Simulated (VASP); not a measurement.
VASP input:

### KPOINTS
```
K-points
0
Gamma
  6 6 4
0 0 0
```

**INCAR**
```
! general
SYSTEM =ZnS
PREC   =Accurate
ENCUT  =480   ! plane-wave cut-off (eV)
LREAL  =F   ! projection in real space or not
LASPH  =T

! electronic loop
EDIFF  =1E-6   ! SCF stop (eV)
NELM   =100
ALGO   =Normal
LMAXMIX=4
LMIXTAU=T

! smearing
ISMEAR =0   ! Gaussian
SIGMA  =0.05   ! width (eV)

! functional
METAGGA=R2SCAN

! ions
IBRION =2   ! conjugate gradients
NSW    =60   ! most ionic steps
ISIF   =3
EDIFFG =-0.02

! output
LWAVE  =F
LCHARG =F
```

File POSCAR:
```
ZnS
1.0
  3.7840049732   0.0000000000   0.0000000000
 -1.8920024866   3.2770443936   0.0000000000
  0.0000000000   0.0000000000   6.1963302477
Zn S
2 2
direct
  0.3333330000   0.6666670000   0.0001339068
  0.6666670000   0.3333330000   0.5001339068
  0.3333330000   0.6666670000   0.3748660932
  0.6666670000   0.3333330000   0.8748660932
```

POTCAR, in this order: Zn S (PBE.64 set). Program: vasp_std.

Write an equivalent input for Ansatz.

One equivalent input (not run):
Ansatz 0.2 input:
```yaml
crystal:
  lattice:
    - [3.7840050, 0.0000000, 0.0000000]
    - [-1.8920025, 3.2770444, 0.0000000]
    - [0.0000000, 0.0000000, 6.1963302]
  atoms:
    - { symbol: Zn, position: [0.3333330, 0.6666670, 0.0001339] }
    - { symbol: Zn, position: [0.6666670, 0.3333330, 0.5001339] }
    - { symbol: S, position: [0.3333330, 0.6666670, 0.3748661] }
    - { symbol: S, position: [0.6666670, 0.3333330, 0.8748661] }
kpoints:
  mp_grid: { grid: [6, 6, 4] }
hamiltonian:
  xc: r2scan
  pseudopotentials: { kind: paw }
scf:
  occupations: { method: gaussian, width: 0.05 }
  max_iter: 100
relax:
  max_steps: 60
  f_tol: 0.02
  cell: {}
output: { forces: true, stress: true, eigenvalues: true }
```
What does not carry over: each code has its own PAW files, so the cut-off isn't converted (ENCUT is set for VASP's; basis.ecutwfc is left out, and Ansatz then takes the one that its files recommend); Ansatz stops its SCF on the density residual and VASP on the energy change (EDIFF).

The compound is ZnS in the wurtzite structure, the high-temperature form. This run relaxes it. Symmetry was kept, so distortions that lower it aren't found. The start is the result of an earlier pass.
